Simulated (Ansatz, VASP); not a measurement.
# Si in two plane-wave programs, part 2 of 2

Aim: how closely do two programs agree when they are given the same cell, functional and k mesh? The structure shown is frame 333 of Ansatz's trajectory.

VASP 6.6.1 and Ansatz 0.2.0.

So far: Set-up; Ansatz: dynamics, PBE.

## 3. VASP: single point, PBE

Level of this step: PBE; plane waves and PAW (Si) (VASP).

The same cell, functional, mesh and smearing now go to VASP, with its own data sets.

Lines of VASP's logs that name or quote its potential files are left out, and so is its time.

INCAR

```
SYSTEM = Si
PREC = Accurate
ENCUT = 400
EDIFF = 1E-06
NELM = 120
ISMEAR = -1
SIGMA = 0.15
LREAL = .FALSE.
ALGO = Normal
GGA = PE
NBANDS = 68
LORBIT = 11
LWAVE = .FALSE.
LCHARG = .FALSE.
ISIF = 2
LASPH = .TRUE.
GGA_COMPAT = .FALSE.
EFERMI = MIDGAP
```

POSCAR

```
Si
1.0
    7.6838000000      0.0000000000      0.0000000000
    0.0000000000      7.6838000000      0.0000000000
    0.0000000000      0.0000000000      7.6838000000
Si
25
Direct
    0.0893698430      0.0946016294      0.7186808610
    0.8457534033      0.6489887816      0.5093703636
    0.5683515969      0.1101668445      0.9515343970
    0.7647518155      0.1271245998      0.2403498269
    0.0151877977      0.9770816523      0.1016033733
    0.7538067102      0.8440485177      0.7182513860
    0.6206824748      0.3554881699      0.7124860095
    0.6820193134      0.3284182306      0.4187381244
    0.9516905698      0.6273718733      0.8415367396
    0.3714308025      0.1999010906      0.5928186574
    0.7265285406      0.3852651032      0.0483745022
    0.1871599990      0.8150003904      0.6319269112
    0.6673000338      0.6092818657      0.2876831776
    0.3831697858      0.9472917046      0.2108982535
    0.4538769879      0.3950128842      0.1992373565
    0.5615841120      0.6158541347      0.6161144226
    0.6988469247      0.8862151540      0.0743902756
    0.4656940576      0.9096410630      0.6881360785
    0.8515578230      0.1443296286      0.9041229600
    0.8196335147      0.1343736172      0.5772534423
    0.6270204847      0.9325333819      0.4175538145
    0.1820583565      0.9996095682      0.3951690570
    0.2670423488      0.9692600016      0.9363335849
    0.9137536115      0.9114630782      0.3784455608
    0.6343475884      0.6354017543      0.9292927978
```

KPOINTS

```
Automatic mesh
0
Gamma
1 1 1
0 0 0
```

PAW data sets: Si (PBE family, release 64).

Started as:

```sh
$ mpirun -np 4 vasp_gam
```

Numbers of over 12 decimals in the logs are rounded to 6 here.

Log:

```text
[banner, memory and clock lines left out]
running    4 mpi-ranks, on    1 nodes
 distrk:  each k-point on    4 cores,    1 groups
 distr:  one band on    1 cores,    4 groups

 POSCAR found type information on POSCAR Si
 POSCAR found :  1 types and      25 ions
|                                                                             |
|               ----> ADVICE to this user running VASP <----                  |
|                                                                             |
|     You have a (more or less) 'large supercell' and for larger cells it     |
|     might be more efficient to use real-space projection operators.         |
|     Therefore, try LREAL= Auto in the INCAR file.                           |
|     Mind: For very accurate calculation, you might also keep the            |
|     reciprocal projection scheme (i.e. LREAL=.FALSE.).                      |
|                                                                             |

 LDA part: xc-table for (Slater+PW92), standard interpolation
 POSCAR, INCAR and KPOINTS ok, starting setup
 FFT: planning ... GRIDC
 FFT: planning ... GRID_SOFT
 FFT: planning ... GRID
 WAVECAR not read
 entering main loop
       N       E                     dE             d eps       ncg     rms          rms(c)
DAV:   1     0.471644834937E+03    0.47164E+03   -0.39082E+04   136   0.107E+03
DAV:   2    -0.727862560162E+02   -0.54443E+03   -0.50620E+03   176   0.206E+02
DAV:   3    -0.124096649197E+03   -0.51310E+02   -0.49247E+02   168   0.582E+01
DAV:   4    -0.126080191585E+03   -0.19835E+01   -0.19664E+01   176   0.137E+01
DAV:   5    -0.126155836077E+03   -0.75644E-01   -0.75512E-01   192   0.254E+00    0.199E+01
DAV:   6    -0.118879427778E+03    0.72764E+01   -0.16074E+01   160   0.113E+01    0.113E+01
DAV:   7    -0.118185782840E+03    0.69364E+00   -0.54223E+00   160   0.600E+00    0.503E+00
DAV:   8    -0.118109030529E+03    0.76752E-01   -0.61591E-01   176   0.229E+00    0.172E+00
DAV:   9    -0.118101024655E+03    0.80059E-02   -0.65201E-02   168   0.803E-01    0.627E-01
DAV:  10    -0.118102670495E+03   -0.16458E-02   -0.11070E-02   168   0.323E-01    0.330E-01
DAV:  11    -0.118104667949E+03   -0.19975E-02   -0.31989E-03   160   0.167E-01    0.147E-01
DAV:  12    -0.118105602401E+03   -0.93445E-03   -0.10548E-03   152   0.912E-02    0.500E-02
DAV:  13    -0.118105910914E+03   -0.30851E-03   -0.31328E-04   152   0.470E-02    0.243E-02
DAV:  14    -0.118106009985E+03   -0.99071E-04   -0.10525E-04   160   0.264E-02    0.883E-03
DAV:  15    -0.118106025293E+03   -0.15308E-04   -0.17952E-05   160   0.109E-02    0.391E-03
DAV:  16    -0.118106027398E+03   -0.21049E-05   -0.22849E-06   128   0.408E-03    0.166E-03
DAV:  17    -0.118106027939E+03   -0.54061E-06   -0.67519E-07   112   0.241E-03
   1 F= -.11810603E+03 E0= -.11788608E+03  d E =-.439904E+00
```

From OUTCAR (step 3):

```text
ion  position               nearest neighbor table
   1  0.089  0.095  0.719-  19 2.35  20 2.36  23 2.36  12 2.37  10 2.51  22 2.69   5 3.13
   2  0.846  0.649  0.509-  13 2.21   6 2.31  24 2.31  16 2.35   9 2.68  21 2.84   8 2.85  12 3.07

  LATTYP: Found a simple cubic cell.
 ALAT       =     7.6838000000

 Subroutine GETGRP returns: Found  1 space group operations
 (whereof  1 operations were pure point group operations)

The static configuration has the point symmetry C_1 .

 Found      1 irreducible k-points:

   k-points           NKPTS =      1   k-points in BZ     NKDIM =      1   number of bands    NBANDS=     68

   dimension x,y,z NGX =    50 NGY =   50 NGZ =   50
   dimension x,y,z NGXF=   100 NGYF=  100 NGZF=  100

   ENCUT  =  400.0 eV  29.40 Ry    5.42 a.u.  12.53 12.53 12.53*2*pi/ulx,y,z

   NELECT =     100.0000    total number of electrons

 k-points in reciprocal lattice and weights: Automatic mesh
   0.00000000  0.00000000  0.00000000       1.000

 average (electrostatic) potential at core
       1 -82.5162       2 -82.8108       3 -82.3896       4 -82.2808       5 -82.3150
       6 -82.5085       7 -82.5446       8 -82.2716       9 -83.4068      10 -82.8419
      11 -82.3927      12 -82.6649      13 -82.5021      14 -82.2841      15 -83.3166
      16 -82.5168      17 -81.9705      18 -82.3379      19 -82.6756      20 -82.5663
      21 -81.9491      22 -82.1815      23 -82.2347      24 -82.5309      25 -82.4509

 E-fermi :   6.4842

 k-point     1 :       0.0000    0.0000    0.0000
  band No.  band energies     occupation
    ...
     46       5.7009      1.98926
     47       5.7347      1.98657
     48       5.9126      1.95668
     49       5.9976      1.92493
     50       6.2192      1.70810
     51       6.7228      0.33849
     52       6.9540      0.08361
     53       7.2064      0.01609
     54       7.4852      0.00253
     55       7.8794      0.00018
    ...

  Total       46.0324411     36.2149512     61.7232166     -2.4387442      0.1903077     -1.2711427
  in kB      162.5722560    127.8999369    217.9871916     -8.6128857      0.6721075     -4.4892804
  external PRESSURE =     169.4864615 kB  Pullay stress =       0.0000000 kB

  energy-cutoff  :      400.00
  volume of cell :      453.66
      direct lattice vectors                 reciprocal lattice vectors
     7.683800000  0.000000000  0.000000000     0.130143939  0.000000000  0.000000000
     0.000000000  7.683800000  0.000000000     0.000000000  0.130143939  0.000000000
     0.000000000  0.000000000  7.683800000     0.000000000  0.000000000  0.130143939

 POSITION                                       TOTAL-FORCE (eV/Angst)
 -----------------------------------------------------------------------------------
      0.68670      0.72690      5.52220         1.378005      0.698894     -0.621416
      6.49860      4.98670      3.91390         0.686350     -0.907417      0.975053
      4.36710      0.84650      7.31140        -1.882920     -0.543584     -0.536048
      5.87620      0.97680      1.84680        -0.299922     -0.046558     -1.562374
      0.11670      7.50770      0.78070         0.842966     -0.528845      0.197468
      5.79210      6.48550      5.51890         0.268657      2.082273      1.226602
      4.76920      2.73150      5.47460         0.902352     -1.905772      2.240687
      5.24050      2.52350      3.21750        -0.782977      2.436655     -0.493367
      7.31260      4.82060      6.46620         0.243657      1.003587     -0.557664
      2.85400      1.53600      4.55510        -0.242929     -1.769184     -0.092488
      5.58250      2.96030      0.37170         0.484687     -0.039200      0.166045
      1.43810      6.26230      4.85560        -1.190902     -0.621864      0.457658
      5.12740      4.68160      2.21050        -0.222931      1.421682     -1.711626
      2.94420      7.27880      1.62050         2.059827      0.000103     -1.104815
      3.48750      3.03520      1.53090        -0.089703     -0.285907     -0.150467
      4.31510      4.73210      4.73410        -0.120374      1.382345     -0.786570
      5.36980      6.80950      0.57160         0.043652     -1.658011      0.910768
      3.57830      6.98950      5.28750        -0.002227      1.447813      0.113939
      6.54320      1.10900      6.94710        -0.476545     -0.326630     -0.471605
      6.29790      1.03250      4.43550        -0.143600     -1.268237      1.364398
      4.81790      7.16540      3.20840        -2.623839     -0.653989     -0.422569
      1.39890      7.68080      3.03640         0.905960      1.218754      0.811601
      2.05190      7.44760      7.19460         0.252341     -0.099012      0.335473
      7.02110      7.00350      2.90790         0.651821     -1.141939     -0.124882
      4.87420      4.88230      7.14050        -0.641406      0.104043     -0.163801
 -----------------------------------------------------------------------------------
    total drift:                               -0.000132      0.000142      0.000221

  FREE ENERGIE OF THE ION-ELECTRON SYSTEM (eV)
  ---------------------------------------------------
  free  energy   TOTEN  =      -118.1060279387 eV

  energy  without entropy=     -117.6661244280  energy(sigma->0) =     -117.88607618

 total charge
# of ion       s       p       d       tot
------------------------------------------
    1        0.819   0.879   0.000   1.698
    2        0.817   0.865   0.000   1.682
    3        0.856   0.817   0.000   1.673
    4        0.854   0.910   0.000   1.763
    5        0.854   0.835   0.000   1.689
    6        0.801   0.887   0.000   1.688
    7        0.836   0.857   0.000   1.693
    8        0.850   0.922   0.000   1.772
    9        0.895   0.630   0.000   1.526
   10        0.844   0.748   0.000   1.592
   11        0.835   0.859   0.000   1.695
   12        0.877   0.776   0.000   1.653
   13        0.827   0.829   0.000   1.656
   14        0.860   0.828   0.000   1.687
   15        0.891   0.662   0.000   1.553
   16        0.839   0.869   0.000   1.708
   17        0.841   0.870   0.000   1.711
   18        0.805   0.893   0.000   1.698
   19        0.819   0.867   0.000   1.686
   20        0.811   0.889   0.000   1.700
   21        0.862   0.861   0.000   1.723
   22        0.836   0.920   0.000   1.757
   23        0.855   0.831   0.000   1.686
   24        0.805   0.963   0.000   1.768
   25        0.846   0.833   0.000   1.679
--------------------------------------------------
tot         21.035  21.101   0.000  42.136
```

The run ends at a pressure of 16.95 GPa, with forces up to 3.1 eV/Å.

## 4. Side by side

Known differences besides the potentials themselves: the cutoff is 420 eV in Ansatz and 400 eV in VASP. Total energies have different zeros and are not compared.

Forces on 8 of the 25 atoms, those with the largest forces and the largest differences (eV/Å; atoms numbered as in POSCAR):

```tsv
atom	Ansatz x, y, z	VASP x, y, z
Si2	0.701, -0.922, 0.980	0.686, -0.907, 0.975
Si3	-1.897, -0.539, -0.540	-1.883, -0.544, -0.536
Si6	0.279, 2.099, 1.232	0.269, 2.082, 1.227
Si7	0.907, -1.913, 2.259	0.902, -1.906, 2.241
Si8	-0.789, 2.454, -0.497	-0.783, 2.437, -0.493
Si13	-0.227, 1.429, -1.723	-0.223, 1.422, -1.712
Si14	2.065, -0.003, -1.107	2.060, 0.000, -1.105
Si21	-2.646, -0.657, -0.419	-2.624, -0.654, -0.423
```

The forces differ by 8.0 meV/Å r.m.s., which is 0.8 % of the r.m.s. force of 1.016 eV/Å (both taken over all components).

## 5. Outcome

| Property | Result |
| --- | --- |
| r.m.s. force difference (single point, PBE) | 0.78 % of the r.m.s. force |

In words: The r.m.s. force difference is 0.78 % of the r.m.s. force (single point, PBE), within the 3 % picked in this series as the mark of a large difference. 2 further runs of this series are not shown here. Such differences can come from data sets, numerical settings and the points named under the comparisons, not from the functional's error against experiment.

[Lines on the potential files, build, host, timing and source positions are cut from VASP's logs without a mark.]

[Logs are printed without paths, hosts, clocks, repeated set-up lines and the standing remarks that a program may print on its own settings, such as how far it seeks lower states.]

[Hosts, paths, dates, database ids (printed as entryN), source tags and the programs' standing remarks are cut or masked in the printed files.]
